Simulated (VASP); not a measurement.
# TiCo (Pm-3m) under a change of volume

How do stress and energy of TiCo follow a change of volume?

Method: PBEsol, no spin polarisation; plane waves and PAW (Co, Ti_sv); cell typed or built by script, in the first sound run; inputs show where later runs differ, in VASP 6.6.1.

This is a report of a sequence of runs, with most program output left out.

**1. Set-up**

Symmetry: Pm-3m, No. 221, cubic system. The conventional cell has a = 2.990 Å, b = 2.990 Å, c = 2.990 Å, α = 90.00°, β = 90.00°, γ = 90.00°. Nearest to Co lie 8 Ti at 2.59 Å. Nearest to Ti lie 8 Co at 2.59 Å. Farther neighbours are not listed.

As a file:

```xyz
2
Lattice="2.9900 0.0000 0.0000 0.0000 2.9900 0.0000 0.0000 0.0000 2.9900" Properties=species:S:1:pos:R:3 pbc="T T T"
Co    0.0000    0.0000    0.0000
Ti    1.4950    1.4950    1.4950
```

**2. Relax the crystal, PBEsol**

The series starts from the cell that this level prefers, so that zero strain is near zero stress.

This step took 2 runs in a row; the last is shown.

Level: PBEsol, no spin polarisation; plane waves and PAW (Co, Ti_sv); cell typed or built by script.

INCAR reads:

```
SYSTEM = TiCo
PREC = Accurate
ENCUT = 450
EDIFF = 1E-07
NELM = 120
ISMEAR = 1
SIGMA = 0.15
LREAL = .FALSE.
ALGO = Normal
GGA = PS
NBANDS = 16
LASPH = .TRUE.
LORBIT = 11
LWAVE = .FALSE.
LCHARG = .FALSE.
KPAR = 8
IBRION = 2
NSW = 40
ISIF = 3
EDIFFG = -0.005
POTIM = 0.4
```

POSCAR reads:

```
TiCo
1.0
    2.9296782038      0.0000000000      0.0000000000
    0.0000000000      2.9296782038      0.0000000000
    0.0000000000      0.0000000000      2.9296782038
Co Ti
1 1
Direct
    0.0000000000      0.0000000000      0.0000000000
    0.5000000000      0.5000000000      0.5000000000
```

KPOINTS reads:

```
Automatic mesh
0
Gamma
17 17 17
0 0 0
```

The projector-augmented-wave data sets are Co and Ti_sv (PBE family, release 64).

Launch:

```bash
mpirun -np 8 vasp_std
```

It took 8.8 s on 8 MPI ranks of Intel Xeon 6975P-C (Granite Rapids), shared host; peak memory 1.3 GiB.

Read from the output:

```
energy(sigma→0) of the program : -16.8899 eV
stress, compression positive   : xx, yy, zz 0.02, 0.02, 0.02 GPa
volume                         : 25.122 Å³
ionic steps                    : 3
```

**3. Relax at fixed volume, PBEsol**

One member in full: the volume is scaled by 0.97, and the cell is held.

Level: PBEsol, no spin polarisation; plane waves and PAW (Co, Ti_sv); cell typed or built by script.

INCAR: that of step 2 with these lines changed.

```diff
@@ -15,7 +15,8 @@
 LCHARG = .FALSE.
-KPAR = 8
+KPAR = 2
 IBRION = 2
 NSW = 40
-ISIF = 3
-EDIFFG = -0.005
+ISIF = 2
+EDIFFG = -0.004
 POTIM = 0.4
+MAXMIX = 40
```

POSCAR reads:

```
TiCo
1.0
    2.8991803816      0.0000000000      0.0000000000
    0.0000000000      2.8991803816      0.0000000000
    0.0000000000      0.0000000000      2.8991803816
Co Ti
1 1
Direct
    0.0000000000      0.0000000000      0.0000000000
    0.5000000000      0.5000000000      0.5000000000
```

KPOINTS is that of step 2.

Launch:

```bash
mpirun -np 2 vasp_std
```

Elapsed: 11 s, on 2 MPI ranks; peak memory 0.33 GiB.

Read from the output:

| Property | Result |
| --- | --- |
| energy(sigma→0) of the program | -16.8736 eV |
| stress, compression positive | xx, yy, zz 6.35, 6.35, 6.35 GPa |
| ionic steps | 1 |

**4. All members**

The other members went through these steps as far as the tables show, with the same cutoff and, step by step, the same mesh; 9 runs are not shown. The session took 0.10 core hours (wall time by ranks) on a shared machine.

```tsv
volume over the relaxed volume	volume (Å³/atom)	pressure (GPa)	energy above the unstrained row, extrapolated to no smearing (meV/atom)
0.940	11.807	13.750	32.423
0.955	11.996	?	?
0.970	12.184	6.351	8.120
0.985	12.373	3.054	2.191
1	12.561	0.002	0.000
1.015	12.749	-2.824	1.257
1.030	12.938	-5.430	5.729
1.045	13.126	-7.840	13.142
1.060	13.315	-10.070	23.299
```

**5. Stress from the known rows**

A least-squares cubic through the 8 rows shown, with u the logarithm of the volume ratio: pressure = − 313.5 u³ + 409.7 u² − 195.6 u + 0.001985 (GPa), r.m.s. residual 0.0013 GPa.

At u = -0.04604 this predicts 9.909 GPa.

**6. Prediction against calculation**

The calculation gives 9.917 GPa, so the prediction is 0.008 GPa too low, more than twice the residual of the fit.

A cubic of the pressure in ln(V/V₀) through all rows has the slope −B at V₀: B = 196 GPa, and its curvature gives B′ = 4.2.

**7. Results**

```yaml
error_of_the_predicted_pressure: -0.008 GPa
bulk_modulus: 196 GPa
```

The slope of the energy gives 0.36 GPa at the relaxed volume where the pressure column has 0.00 GPa, a mark of the finite basis or of the smearing. These are static values: temperature and zero-point motion are left out. In a metal the slopes also depend on mesh and smearing, which were held through the series.

[Lines on the potential files, build, host, timing and source positions are cut from VASP's logs without a mark.]

[Logs are printed without paths, hosts, clocks, repeated set-up lines and the standing remarks that a program may print on its own settings, such as how far it seeks lower states.]

[Hosts, paths, dates, database ids (printed as entryN), source tags and the programs' standing remarks are cut or masked in the printed files.]

[In band tables of VASP the shares of atoms and orbitals are scaled to a sum of 1 inside the atoms' spheres.]
